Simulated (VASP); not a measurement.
## GaSb: how cutoff and mesh change the relaxed cell

How far does the relaxed cell of GaSb depend on cutoff and k mesh? The starting structure is a cell with measured lattice constants from the literature and the atomic positions of a computed structure of the Materials Project. The first relaxation on each setting starts from this cell expanded by 3 % in volume.

Method: Kohn-Sham DFT with plane waves and PAW; PBEsol, in VASP 6.6.1.

### 1. Set-up

Symmetry: F-43m, No. 216, cubic system. The conventional cell has a = 6.096 Å, b = 6.096 Å, c = 6.096 Å, α = 90.00°, β = 90.00°, γ = 90.00°. Sb has 4 Ga at 2.64 Å nearest. Ga has 4 Sb at 2.64 Å nearest. Farther neighbours are not listed.

### 2. Reference relaxation

This run starts from the cell of an earlier relaxation, which isn't shown; the restart sets up the plane waves anew.

INCAR reads:

```
SYSTEM = GaSb
PREC = Accurate
ENCUT = 450
EDIFF = 1E-06
NELM = 100
ISMEAR = 0
SIGMA = 0.03
LREAL = .FALSE.
ALGO = Normal
GGA = PS
NBANDS = 15
LORBIT = 11
LWAVE = .FALSE.
LCHARG = .FALSE.
KPAR = 8
IBRION = 2
NSW = 50
ISIF = 3
EDIFFG = -0.006
```

POSCAR reads:

```
GaSb
1.0
    0.0000000000      3.0582977333      3.0582977333
    3.0582977333      0.0000000000      3.0582977333
    3.0582977333      3.0582977333      0.0000000000
Sb Ga
1 1
Direct
    0.2500000000      0.2500000000      0.2500000000
    0.0000000000      0.0000000000      0.0000000000
```

KPOINTS reads:

```
Automatic mesh
0
Gamma
6 6 6
0 0 0
```

The projector-augmented-wave data sets are Sb and Ga_d (PBE family, release 64).

On the command line:

```console
> mpirun -np 8 vasp_std
```

The log of the run:

```text
[banner, memory and clock lines left out]
running    8 mpi-ranks, on    1 nodes
 distrk:  each k-point on    1 cores,    8 groups
 distr:  one band on    1 cores,    1 groups

 POSCAR found type information on POSCAR SbGa
 POSCAR found :  2 types and       2 ions
|                                                                             |
|           W    W    AA    RRRRR   N    N  II  N    N   GGGG   !!!           |
|           W    W   A  A   R    R  NN   N  II  NN   N  G    G  !!!           |
|           W    W  A    A  R    R  N N  N  II  N N  N  G       !!!           |
|           W WW W  AAAAAA  RRRRR   N  N N  II  N  N N  G  GGG   !            |
|           WW  WW  A    A  R   R   N   NN  II  N   NN  G    G                |
|           W    W  A    A  R    R  N    N  II  N    N   GGGG   !!!           |
|                                                                             |
|     For optimal performance we recommend to set                             |
|       NCORE = 2 up to number-of-cores-per-socket                            |
|     NCORE specifies how many cores store one orbital (NPAR=cpu/NCORE).      |
|     This setting can greatly improve the performance of VASP for DFT.       |
|     The default, NCORE=1 might be grossly inefficient on modern             |
|     multi-core architectures or massively parallel machines. Do your        |
|     Unfortunately you need to use the default for GW and RPA                |
|     calculations (for HF NCORE is supported but not extensively tested      |
|     yet).                                                                   |
|                                                                             |

|                                                                             |
|               ----> ADVICE to this user running VASP <----                  |
|                                                                             |
|     You enforced a specific xc type in the INCAR file but a different       |
|     [... a line on the potential file left out ...]
|     I HOPE YOU KNOW WHAT YOU ARE DOING!                                     |
|                                                                             |

 LDA part: xc-table for (Slater+PW92), standard interpolation
 POSCAR, INCAR and KPOINTS ok, starting setup
 FFT: planning ... GRIDC
 FFT: planning ... GRID_SOFT
 FFT: planning ... GRID
 WAVECAR not read
 entering main loop
       N       E                     dE             d eps       ncg     rms          rms(c)
DAV:   1     0.754142386339E+02    0.75414E+02   -0.81873E+03   480   0.137E+03
DAV:   2    -0.234005769667E+01   -0.77754E+02   -0.75181E+02   557   0.289E+02
DAV:   3    -0.811835932622E+01   -0.57783E+01   -0.57670E+01   564   0.650E+01
DAV:   4    -0.822241009624E+01   -0.10405E+00   -0.10404E+00   621   0.996E+00
DAV:   5    -0.822462759726E+01   -0.22175E-02   -0.22175E-02   601   0.128E+00    0.314E+00
DAV:   6    -0.814729983799E+01    0.77328E-01   -0.90713E-02   643   0.526E+00    0.185E+00
DAV:   7    -0.812067543773E+01    0.26624E-01   -0.45717E-02   613   0.195E+00    0.382E-01
DAV:   8    -0.812070949464E+01   -0.34057E-04   -0.50503E-03   630   0.876E-01    0.102E-01
DAV:   9    -0.812102145569E+01   -0.31196E-03   -0.47690E-04   543   0.191E-01    0.383E-02
DAV:  10    -0.812101582385E+01    0.56318E-05   -0.22545E-05   652   0.459E-02    0.934E-03
DAV:  11    -0.812102645895E+01   -0.10635E-04   -0.13074E-05   536   0.255E-02    0.535E-03
DAV:  12    -0.812102656437E+01   -0.10542E-06   -0.45781E-07   506   0.728E-03
   1 F= -.81210266E+01 E0= -.81209028E+01  d E =-.812103E+01
 curvature:   0.00 expect dE= 0.000E+00 dE for cont linesearch  0.000E+00
 trial: gam= 0.00000 g(F)=  0.219E-45 g(S)=  0.110E-05 ort = 0.000E+00 (trialstep = 0.100E+01)
 search vector abs. value=  0.110E-05
 reached required accuracy - stopping structural energy minimisation
```

Wall time 3.4 s (8 MPI ranks of AMD EPYC 7R43, shared host); peak memory 1.2 GiB; 22 s of CPU time.

Lines that name or quote the potential files are left out of all logs, and their timing lines are given in words.

OUTCAR, selected parts (step 2):

```text
ion  position               nearest neighbor table
   1  0.250  0.250  0.250-   2 2.65   2 2.65   2 2.65   2 2.65
   2  0.000  0.000  0.000-   1 2.65   1 2.65   1 2.65   1 2.65

  LATTYP: Found a face centered cubic cell.
 ALAT       =     6.1165954666

 Subroutine GETGRP returns: Found 24 space group operations
 (whereof 24 operations were pure point group operations)

The static configuration has the point symmetry T_d .

 Found     16 irreducible k-points:

   k-points           NKPTS =     16   k-points in BZ     NKDIM =     16   number of bands    NBANDS=     15

   dimension x,y,z NGX =    30 NGY =   30 NGZ =   30
   dimension x,y,z NGXF=    60 NGYF=   60 NGZF=   60

   ENCUT  =  450.0 eV  33.07 Ry    5.75 a.u.   7.48  7.48  7.48*2*pi/ulx,y,z

   NELECT =      18.0000    total number of electrons

 k-points in reciprocal lattice and weights: Automatic mesh
   0.00000000  0.00000000  0.00000000       0.005
   0.16666667  0.00000000  0.00000000       0.037
   0.33333333  0.00000000  0.00000000       0.037
   0.50000000  0.00000000  0.00000000       0.019
   0.16666667  0.16666667  0.00000000       0.028
   0.33333333  0.16666667  0.00000000       0.111
   0.50000000  0.16666667  0.00000000       0.111
  -0.33333333  0.16666667  0.00000000       0.111
  -0.16666667  0.16666667  0.00000000       0.056
[...]
-0.33333333  0.33333333  0.16666667       0.111
  -0.33333333  0.50000000  0.16666667       0.056

 average (electrostatic) potential at core
       1 -87.4654       2 -65.5398

 E-fermi :   4.7591

 k-point     1 :       0.0000    0.0000    0.0000
  band No.  band energies     occupation
    ...
      6      -6.7631      2.00000
      7       4.7396      1.64108
      8       4.7463      1.45304
      9       4.7463      1.45294
     10       4.7463      1.45294
     11       7.4978      0.00000
     12       7.4978      0.00000
     13       7.4978      0.00000
     14      10.3717      0.00000
     15      13.3435      0.00000

 k-point     2 :       0.1667    0.0000    0.0000
  band No.  band energies     occupation
    ...
      5     -10.2096      2.00000
      6      -6.4801      2.00000
      7       2.0190      2.00000
      8       4.3403      2.00000
      9       4.3403      2.00000
     10       5.7174      0.00000
     11       8.0416      0.00000
     12       8.0416      0.00000
     13       8.6482      0.00000
     14      11.6435      0.00000
    ...

 k-point     3 :       0.3333    0.0000    0.0000
  band No.  band energies     occupation
    ...
      5     -10.2094      2.00000
      6      -5.7250      2.00000
      7      -0.4599      2.00000
      8       3.7948      2.00000
      9       3.7948      2.00000
     10       5.2841      0.00000
     11       8.4817      0.00000
     12       8.4817      0.00000
     13      11.1009      0.00000
     14      11.6466      0.00000
    ...

  Total       -0.0039058     -0.0039058     -0.0039058     -0.0000000     -0.0000000      0.0000000
  in kB       -0.1093833     -0.1093833     -0.1093833     -0.0000000     -0.0000000      0.0000000
  external PRESSURE =      -0.1093833 kB  Pullay stress =       0.0000000 kB

  energy-cutoff  :      450.00
  volume of cell :       57.21
      direct lattice vectors                 reciprocal lattice vectors
     0.000000000  3.058297733  3.058297733    -0.163489641  0.163489641  0.163489641
     3.058297733  0.000000000  3.058297733     0.163489641 -0.163489641  0.163489641
     3.058297733  3.058297733  0.000000000     0.163489641  0.163489641 -0.163489641

 POSITION                                       TOTAL-FORCE (eV/Angst)
 -----------------------------------------------------------------------------------
      1.52915      1.52915      1.52915         0.000000      0.000000      0.000000
      0.00000      0.00000      0.00000        -0.000000     -0.000000     -0.000000
 -----------------------------------------------------------------------------------
    total drift:                                0.000000      0.000000      0.000000

  FREE ENERGIE OF THE ION-ELECTRON SYSTEM (eV)
  ---------------------------------------------------
  free  energy   TOTEN  =        -8.1210265644 eV

  energy  without entropy=       -8.1207790289  energy(sigma->0) =       -8.12090280

 reached required accuracy - stopping structural energy minimisation

 total charge
# of ion       s       p       d       tot
------------------------------------------
    1        1.129   1.340   0.027   2.497
    2        0.907   0.768   9.963  11.638
--------------------------------------------------
tot          2.036   2.109   9.990  14.135

[... 3 further parts left out ...]
```

CONTCAR:

```
GaSb
   1.00000000000000
     0.0000000000000000    3.0582977332999999    3.0582977332999999
     3.0582977332999999    0.0000000000000000    3.0582977332999999
     3.0582977332999999    3.0582977332999999    0.0000000000000000
  Sb              Ga
     1     1
Direct
     0.2500000000000000    0.2500000000000000    0.2500000000000000
     0.0000000000000000    0.0000000000000000    0.0000000000000000
```

The run shows no gap at this level; if that holds and bands cross the Fermi level widely, this k-mesh is coarse for it. The PAW data sets were made with PBE, which is usual practice but a small mismatch for other functionals. The run keeps the 24 symmetry operations of its start, so it cannot find a distortion of lower symmetry.

The reference relaxation ends at 28.605 Å³ an atom. Pressures at 0.985 and 1.015 times this volume, from two more relaxations that aren't shown, give a bulk modulus of 46.0 GPa.

### 3. Relaxation with a cutoff of 280 eV

Against step 2 the input has ENCUT = 280. This run starts from the cell of an earlier relaxation, which isn't shown; the restart sets up the plane waves anew.

Edit INCAR of step 2 so:

```diff
@@ -2,3 +2,3 @@
 PREC = Accurate
-ENCUT = 450
+ENCUT = 280
 EDIFF = 1E-06
```

POSCAR reads:

```
GaSb
1.0
    0.0000000000      3.0531943384      3.0531943384
    3.0531943384      0.0000000000      3.0531943384
    3.0531943384      3.0531943384      0.0000000000
Sb Ga
1 1
Direct
    0.2500000000      0.2500000000      0.2500000000
    0.0000000000      0.0000000000      0.0000000000
```

KPOINTS is that of step 2.

On the command line:

```console
> mpirun -np 8 vasp_std
```

The log of the run:

```text
[banner, memory and clock lines left out]
running    8 mpi-ranks, on    1 nodes
[...]
[... a notice as in an earlier step ...]

 [... a notice as in an earlier step ...]

 LDA part: xc-table for (Slater+PW92), standard interpolation
 POSCAR, INCAR and KPOINTS ok, starting setup
[...]
entering main loop
       N       E                     dE             d eps       ncg     rms          rms(c)
DAV:   1     0.648386169682E+02    0.64839E+02   -0.66920E+03   480   0.109E+03
DAV:   2    -0.351471368223E+01   -0.68353E+02   -0.66403E+02   564   0.236E+02
DAV:   3    -0.814861443640E+01   -0.46339E+01   -0.46287E+01   543   0.565E+01
DAV:   4    -0.822071762049E+01   -0.72103E-01   -0.72097E-01   642   0.790E+00
[...]
DAV:  10    -0.811782574323E+01    0.89619E-05   -0.24561E-05   630   0.562E-02    0.975E-03
DAV:  11    -0.811783636651E+01   -0.10623E-04   -0.13255E-05   550   0.241E-02    0.670E-03
DAV:  12    -0.811783637089E+01   -0.43792E-08   -0.38034E-07   471   0.551E-03
   1 F= -.81178364E+01 E0= -.81177323E+01  d E =-.811784E+01
[...]
N       E                     dE             d eps       ncg     rms          rms(c)
DAV:   1    -0.812146878021E+01   -0.36324E-02   -0.43804E-02   606   0.334E+00    0.336E-01
DAV:   2    -0.811870634817E+01    0.27624E-02   -0.50002E-03   599   0.129E+00    0.153E-01
DAV:   3    -0.811804095275E+01    0.66540E-03   -0.69981E-04   620   0.415E-01    0.360E-02
DAV:   4    -0.811796825231E+01    0.72700E-04   -0.75514E-05   543   0.108E-01    0.122E-02
DAV:   5    -0.811796210106E+01    0.61513E-05   -0.50951E-06   571   0.268E-02    0.292E-03
DAV:   6    -0.811796197890E+01    0.12216E-06   -0.52743E-07   282   0.117E-02
   2 F= -.81179620E+01 E0= -.81179146E+01  d E =-.125608E-03
 trial-energy change:   -0.000126  1 .order   -0.000128   -0.000310    0.000055
 step:   0.8492(harm=  0.8492)  dis= 0.00000  next Energy=    -8.117968 (dE=-0.132E-03)
 reached required accuracy - stopping structural energy minimisation
```

Elapsed: 3 s, on 8 MPI ranks; peak memory 0.92 GiB; 19 s of CPU time.

OUTCAR, selected parts (step 3):

```text
  Total        0.0116294      0.0116294      0.0116294      0.0000000      0.0000000      0.0000000
  in kB        0.3288772      0.3288772      0.3288772      0.0000000      0.0000000      0.0000000
  external PRESSURE =       0.3288772 kB  Pullay stress =       0.0000000 kB

 POSITION                                       TOTAL-FORCE (eV/Angst)
 -----------------------------------------------------------------------------------
      1.52419      1.52419      1.52419         0.000000      0.000000      0.000000
      0.00000      0.00000      0.00000        -0.000000     -0.000000     -0.000000
 -----------------------------------------------------------------------------------
    total drift:                                0.000000      0.000000     -0.000000

  FREE ENERGIE OF THE ION-ELECTRON SYSTEM (eV)
  ---------------------------------------------------
  free  energy   TOTEN  =        -8.1179619789 eV

  energy  without entropy=       -8.1178672295  energy(sigma->0) =       -8.11791460

[... 2 parts as in an earlier step ...]

[... 2 further parts left out ...]
[key lines of the parts left out:]
E-fermi :   4.8828
```

With a cutoff of 280 eV the cell ends at 28.327 Å³ an atom, -0.97 % from the reference; the bulk modulus is 48.0 GPa against 46.0 GPa.

### 4. Relaxation with a 4×4×4 mesh

Against step 2 the input has a 4×4×4 mesh.

Edit INCAR of step 3 so:

```diff
@@ -2,3 +2,3 @@
 PREC = Accurate
-ENCUT = 280
+ENCUT = 450
 EDIFF = 1E-06
```

POSCAR reads:

```
GaSb
1.0
    0.0000000000      3.0779782003      3.0779782003
    3.0779782003      0.0000000000      3.0779782003
    3.0779782003      3.0779782003      0.0000000000
Sb Ga
1 1
Direct
    0.2500000000      0.2500000000      0.2500000000
    0.0000000000      0.0000000000      0.0000000000
```

KPOINTS reads:

```
Automatic mesh
0
Gamma
4 4 4
0 0 0
```

On the command line:

```console
> mpirun -np 8 vasp_std
```

The log of the run:

```text
[... set-up lines as in an earlier step ...]
 entering main loop
       N       E                     dE             d eps       ncg     rms          rms(c)
DAV:   1     0.793028774297E+02    0.79303E+02   -0.81736E+03   248   0.143E+03
DAV:   2    -0.175662209004E+01   -0.81059E+02   -0.78120E+02   289   0.290E+02
DAV:   3    -0.793235059370E+01   -0.61757E+01   -0.61650E+01   289   0.665E+01
DAV:   4    -0.805741996656E+01   -0.12507E+00   -0.12502E+00   317   0.106E+01
[...]
DAV:  10    -0.795134630217E+01   -0.14259E-04   -0.30263E-05   310   0.466E-02    0.823E-03
DAV:  11    -0.795136081251E+01   -0.14510E-04   -0.16572E-05   268   0.287E-02    0.575E-03
DAV:  12    -0.795136123004E+01   -0.41753E-06   -0.10096E-06   255   0.101E-02
   1 F= -.79513612E+01 E0= -.79509997E+01  d E =-.795136E+01
[...]
N       E                     dE             d eps       ncg     rms          rms(c)
DAV:   1    -0.796193623606E+01   -0.10575E-01   -0.13150E-01   310   0.584E+00    0.581E-01
DAV:   2    -0.795386826842E+01    0.80680E-02   -0.14963E-02   303   0.228E+00    0.264E-01
DAV:   3    -0.795190697955E+01    0.19613E-02   -0.20750E-03   303   0.716E-01    0.619E-02
DAV:   4    -0.795169715235E+01    0.20983E-03   -0.21746E-04   277   0.187E-01    0.211E-02
DAV:   5    -0.795167790263E+01    0.19250E-04   -0.15899E-05   282   0.489E-02    0.526E-03
DAV:   6    -0.795167786753E+01    0.35101E-07   -0.21124E-06   247   0.234E-02
   2 F= -.79516779E+01 E0= -.79513163E+01  d E =-.316637E-03
 trial-energy change:   -0.000317  1 .order   -0.000409   -0.000908    0.000091
 step:   0.8318(harm=  0.9094)  dis= 0.00000  next Energy=    -7.951686 (dE=-0.325E-03)
 reached required accuracy - stopping structural energy minimisation
```

Elapsed: 4 s, on 8 MPI ranks; peak memory 1.1 GiB; 27 s of CPU time.

From OUTCAR (step 4):

```text
  Total        0.0111633      0.0111633      0.0111633      0.0000000      0.0000000     -0.0000000
  in kB        0.3091723      0.3091723      0.3091723      0.0000000      0.0000000     -0.0000000
  external PRESSURE =       0.3091723 kB  Pullay stress =       0.0000000 kB

 POSITION                                       TOTAL-FORCE (eV/Angst)
 -----------------------------------------------------------------------------------
      1.53483      1.53483      1.53483         0.000000      0.000000      0.000000
      3.06966      0.00000      3.06966        -0.000000     -0.000000     -0.000000
 -----------------------------------------------------------------------------------
    total drift:                               -0.000000     -0.000000      0.000000

  FREE ENERGIE OF THE ION-ELECTRON SYSTEM (eV)
  ---------------------------------------------------
  free  energy   TOTEN  =        -7.9516778675 eV

  energy  without entropy=       -7.9509547560  energy(sigma->0) =       -7.95131631

[... 1 part as in an earlier step ...]

[... 3 further parts left out ...]
[key lines of the parts left out:]
E-fermi :   4.6764
```

With a 4×4×4 mesh the cell ends at 28.925 Å³ an atom, +1.12 % from the reference; the bulk modulus is 42.4 GPa against 46.0 GPa.

(Continued in part 2 of 2.)

[Lines on the potential files, build, host, timing and source positions are cut from VASP's logs without a mark.]

[Logs are printed without paths, hosts, clocks, repeated set-up lines and the standing remarks that a program may print on its own settings, such as how far it seeks lower states.]

[Hosts, paths, dates, database ids (printed as entryN), source tags and the programs' standing remarks are cut or masked in the printed files.]
